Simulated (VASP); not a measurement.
```xyz
2
Lattice="3.5939 0.0000 0.0000 0.0000 3.5939 0.0000 0.0000 0.0000 3.5939" Properties=species:S:1:pos:R:3 pbc="T T T"
Tl     0.0000     0.0000     0.0000
Cl     1.7969     1.7969     1.7969
```

Computed with PBE GGA, VASP's PBE PAW potentials (set 64) (plane waves; VASP 6.6.1). Numerical set-up: 500 eV cut-off, 7×7×7 Γ-centred mesh, Gaussian smearing of 0.050 eV, potentials Tl_d Cl.

Task: Predict the energy per atom (σ→0), pressure.

Result: 
The energy per atom (σ→0) is -2.849 eV/atom and the pressure comes out as 10.00 GPa.

The absolute energy has meaning only against runs of the same code, potentials and settings.

The compound is TlCl in the CsCl type structure. It was relaxed first under an external pressure of 10 GPa.
